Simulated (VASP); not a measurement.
# SnAs with r2SCAN + rVV10: from relaxation to properties, part 7 of 7

What structure and properties does r2SCAN + rVV10 give SnAs, and how near are they to the measured ones? Left out of this account: at least 1 further run (core levels: core levels are not valid at this level). The start is a cell from a database of measured crystal structures.

VASP 6.6.1, plane waves and PAW; the level of theory is named at each step.

So far. Step 9 (Band structure (r2SCAN + rVV10 + SOC)): Of the bands kept, 2 cross the Fermi level on this path (spinor bands, one electron each). Step 10 (A single point (r2SCAN + rVV10) with a changed input): Against the sound run “Single point with fields (r2SCAN + rVV10)”, the energy at zero smearing moves by +0.3 meV an atom, the pressure by +0.01 GPa and the Fermi level by -0.00 eV. The relaxed cell has a = 5.721 Å (conventional setting).

The database entry behind the starting cell differs from later determinations by our own check (an axis about 0.7 % short against later determinations), so it need not match the best structure at ambient conditions.

### 11. Relaxing the atoms (r2SCAN + rVV10) with a changed input

Level of this step: r2SCAN with rVV10; plane waves and PAW (Sn_d, As) (VASP).

This run is made with a changed input; what comes of it follows.

Contents of INCAR:

```
SYSTEM = SnAs
PREC = Low
ENCUT = 250
EDIFF = 1E-06
NELM = 94
ISMEAR = 0
SIGMA = 0.05
LREAL = .FALSE.
ALGO = Normal
METAGGA = R2SCAN
LUSE_VDW = .TRUE.
IVDW_NL = 2
BPARAM = 11.95
CPARAM = 0.0093
LASPH = .TRUE.
NBANDS = 15
LORBIT = 11
LWAVE = .FALSE.
LCHARG = .FALSE.
KPAR = 2
IBRION = 2
NSW = 30
ISIF = 2
EDIFFG = -0.01
```

Contents of POSCAR:

```
SnAs
1.0
    0.0000000000      2.8606905512      2.8606905512
    2.8606905512      0.0000000000      2.8606905512
    2.8606905512      2.8606905512      0.0000000000
Sn As
1 1
Direct
    0.0000000000      0.0000000000      0.0000000000
    0.5000000000      0.5000000000      0.5000000000
```

Contents of KPOINTS:

```
Automatic mesh
0
Gamma
6 6 6
0 0 0
```

Potentials, in the order of the species: Sn_d and As (PBE family, release 64).

The run is started by

```console
mpirun -np 2 vasp_std
```

Output:

```text
[... set-up lines as in an earlier step ...]
 entering main loop
       N       E                     dE             d eps       ncg     rms          rms(c)
Total rVV10 correction in eV:      0.4322056    21.5668748
Total rVV10 correction in eV:      0.4322056    21.5668748
DAV:   1     0.551162802840E+02    0.55116E+02   -0.65474E+03   480   0.976E+02
DAV:   2    -0.366153655737E+02   -0.91732E+02   -0.89338E+02   557   0.256E+02
DAV:   3    -0.419017720375E+02   -0.52864E+01   -0.52710E+01   592   0.655E+01
DAV:   4    -0.419777197150E+02   -0.75948E-01   -0.75941E-01   564   0.832E+00
DAV:   5    -0.419799391195E+02   -0.22194E-02   -0.22193E-02   621   0.130E+00    0.361E+00
Total rVV10 correction in eV:      0.4335445    21.5668710
Total rVV10 correction in eV:      0.4335445    21.5668710
DAV:   6    -0.390646317938E+02    0.29153E+01   -0.76385E-01   599   0.136E+01    0.211E+00
Total rVV10 correction in eV:      0.4369812    21.5668705
Total rVV10 correction in eV:      0.4369812    21.5668705
DAV:   7    -0.390622059199E+02    0.24259E-02   -0.76537E-02   550   0.152E+00    0.920E-01
Total rVV10 correction in eV:      0.4382544    21.5668702
Total rVV10 correction in eV:      0.4382544    21.5668702
DAV:   8    -0.390647478720E+02   -0.25420E-02   -0.48765E-03   543   0.665E-01    0.276E-01
Total rVV10 correction in eV:      0.4387843    21.5668702
Total rVV10 correction in eV:      0.4387843    21.5668702
DAV:   9    -0.390650933926E+02   -0.34552E-03   -0.56575E-04   536   0.192E-01    0.527E-02
Total rVV10 correction in eV:      0.4388017    21.5668702
Total rVV10 correction in eV:      0.4388017    21.5668702
DAV:  10    -0.390651073124E+02   -0.13920E-04   -0.10197E-04   627   0.116E-01    0.267E-02
Total rVV10 correction in eV:      0.4388582    21.5668702
Total rVV10 correction in eV:      0.4388582    21.5668702
DAV:  11    -0.390651151937E+02   -0.78813E-05   -0.84933E-06   620   0.325E-02    0.458E-03
Total rVV10 correction in eV:      0.4388798    21.5668702
Total rVV10 correction in eV:      0.4388798    21.5668702
DAV:  12    -0.390651165307E+02   -0.13369E-05   -0.19368E-06   394   0.219E-02    0.149E-03
Total rVV10 correction in eV:      0.4388853    21.5668702
Total rVV10 correction in eV:      0.4388853    21.5668702
DAV:  13    -0.390651171815E+02   -0.65085E-06   -0.20822E-07   345   0.478E-03
Total rVV10 correction in eV:      0.4388796    21.5668702
Total rVV10 correction in eV:      0.4388796    21.5668702
Total rVV10 correction in eV:      0.4388819    21.5668702
Total rVV10 correction in eV:      0.4388819    21.5668702
   1 F= -.39065117E+02 E0= -.39064515E+02  d E =-.390651E+02
 curvature:   0.00 expect dE= 0.000E+00 dE for cont linesearch  0.000E+00
 trial: gam= 0.00000 g(F)=  0.991E-59 g(S)=  0.000E+00 ort = 0.000E+00 (trialstep = 0.100E+01)
 search vector abs. value=  0.100E-09
 reached required accuracy - stopping structural energy minimisation
```

Run time: 17 s. Hardware: 2 MPI ranks of AMD EPYC 7R43, shared host; peak memory 0.2 GiB.

Parts of OUTCAR (step 11):

```text
   ENCUT  =  250.0 eV  18.37 Ry    4.29 a.u.   5.22  5.22  5.22*2*pi/ulx,y,z

   NELECT =      19.0000    total number of electrons

 E-fermi :   6.7014

 k-point     1 :       0.0000    0.0000    0.0000
  band No.  band energies     occupation
    ...
      6      -6.8387      2.00000
      7       4.5364      2.00000
      8       5.6983      2.00000
      9       5.6983      2.00000
     10       5.6986      2.00000
     11      12.7945      0.00000
     12      12.7945      0.00000
     13      12.7963      0.00000
     14      13.3598      0.00000
     15      13.3600      0.00000

  Total       -0.0593204     -0.0593204     -0.0593204      0.0000000     -0.0000000      0.0000000
  in kB       -2.0298882     -2.0298882     -2.0298882      0.0000000     -0.0000000      0.0000000
  external PRESSURE =      -2.0298882 kB  Pullay stress =       0.0000000 kB

 POSITION                                       TOTAL-FORCE (eV/Angst)
 -----------------------------------------------------------------------------------
      0.00000      0.00000      0.00000         0.000000     -0.000000      0.000000
      2.86069      2.86069      2.86069        -0.000000      0.000000     -0.000000
 -----------------------------------------------------------------------------------
    total drift:                               -0.000000     -0.000000     -0.000000

  FREE ENERGIE OF THE ION-ELECTRON SYSTEM (eV)
  ---------------------------------------------------
  free  energy   TOTEN  =       -39.0651171815 eV

  energy  without entropy=      -39.0639126423  energy(sigma->0) =      -39.06451491

[... 6 parts as in an earlier step ...]

[... 11 further parts left out ...]
```

CONTCAR:

```
SnAs
   1.00000000000000
     0.0000000000000000    2.8606905511999998    2.8606905511999998
     2.8606905511999998    0.0000000000000000    2.8606905511999998
     2.8606905511999998    2.8606905511999998    0.0000000000000000
  Sn              As
     1     1
Direct
     0.0000000000000000    0.0000000000000000    0.0000000000000000
     0.5000000000000000    0.5000000000000000    0.5000000000000000
```

The run converged. In energy (within 2 meV an atom) it ends like the sound relaxation.

Against the sound run on this cell (band structure (r2SCAN + rVV10)) the energy at zero smearing moves by +1.4 meV an atom and the pressure by -0.25 GPa.

Settings moved from the usual: NELM = 94, NSW = 30, ENCUT = 250 and PREC = Low.

The cutoff falls from 400 to 250 eV, which shrinks the basis; the stress suffers most (Pulay stress), and PAW energies need not rise evenly as the basis shrinks. PREC = Low changes the FFT grids.

### 12. Outcome

| Quantity | Value |
| --- | --- |
| relaxed volume | 23.41 Å³/atom |
| relaxed conventional cell a, b, c | 5.721, 5.721, 5.721 Å |
| space group after relaxing, within 0.02 Å | Fm-3m (No. 225) |
| band gap | none, a metal |
| DOS at the Fermi level | 0.796 states/eV/cell |
| highest zone-centre mode | 90.1 cm⁻¹ |
| band gap (r2SCAN + rVV10 + SOC) | none, a metal |

What this shows: With r2SCAN + rVV10, SnAs relaxes to 23.41 Å³/atom in space group Fm-3m (held by the symmetry of the run) and comes out as a metal. Against the listed cell the volume lies +2.1 %. Band structure (r2SCAN + rVV10): Of the bands kept, 1 crosses the Fermi level on this path. Vibrations at Γ (r2SCAN + rVV10): The highest mode in this list at Γ, 90.1 cm⁻¹, has its largest share on As (60 % of the kinetic energy). Band structure (r2SCAN + rVV10 + SOC): Of the bands kept, 2 cross the Fermi level on this path (spinor bands, one electron each). The k-sampling is coarse for a metal, so the Fermi level, pressures and the shape of the cell carry errors. With an odd electron count and no spin the cell is a metal by construction. Modes at Γ alone can't show that the crystal is stable at other wave vectors. No search among competing phases was made, and a listed structure need not be the one stable at ambient conditions. All values are for a static lattice at zero temperature.

Computed beside measured:

| quantity | measured | r2SCAN with rVV10 |
| --- | --- | --- |
| lattice constant a (Å) | 5.72513 | 5.721 (-0.1 %) |

Measured values from arxiv:1910.07426 (2019).

Verdict: The lattice constant a is off by -0.1 %: good agreement. The grades are ours: good and fair within 0.7 and 1.5 % for the lattice constant a. Zero-point motion and thermal expansion are not in the computed lattice constants.

[Lines on the potential files, build, host, timing and source positions are cut from VASP's logs without a mark.]

[Logs are printed without paths, hosts, clocks, repeated set-up lines and the standing remarks that a program may print on its own settings, such as how far it seeks lower states.]

[Hosts, paths, dates, database ids (printed as entryN), source tags and the programs' standing remarks are cut or masked in the printed files.]

[A measured line is paired with the nearest computed mode of its activity, which favours agreement.]

[In band tables of VASP the shares of atoms and orbitals are scaled to a sum of 1 inside the atoms' spheres.]
